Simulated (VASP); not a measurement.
Crystal: PtF2.

```
Pt F
1.0
     1.56477    0.90342    4.73090
    -1.56477    0.90342    4.73090
     0.00000   -1.80685    4.73090
Pt F
1 2
Direct
  0.00000 0.00000 0.00000
  0.25200 0.25200 0.25200
  0.74800 0.74800 0.74800
```

The cell was built by a generator and needn't be a form met in nature.

Base run:

| Quantity | Value |
| --- | --- |
| Program | VASP 6.6.1 |
| Functional | PBE |
| Potentials or basis | VASP PAW PBE potentials, release 64 (Pt, F) |
| Cutoff | 520 eV |
| k mesh | 7 × 7 × 7 |
| Occupations | gaussian, width 0.05 eV |
| Spin | collinear spin, random start |
| Starting moments | [0.52, 0.0, 0.0] μB |
| Hubbard terms | Pt d U = 6 eV |

Its results: band gap on the k mesh 2.12 eV, indirect (least direct gap 2.21 eV); pressure 20.7 GPa; largest force 1.161 eV/Å.

Task: The run is repeated on the same cell with these changes: spin from collinear spin, random start to no spin polarisation; further incar settings from ALGO = Fast; EDIFF = 1e-06 to ALGO = Normal; EDIFF = 1e-06; NBANDS = 19. What comes out?

Result: Band gap on the k mesh none (metal or under the smearing width); pressure 17.5 GPa; largest force 0.525 eV/Å.

Caveats: spin-orbit coupling is left out, which moves the levels of the heavy elements (some runs); an odd mesh through Γ misses points on the zone boundary, where band edges often lie (some runs); forces of over 1 eV/Å show positions far from the minimum, so gaps and moduli don't describe the material at rest (some runs); U without spin polarisation on a metal has little footing (some runs).
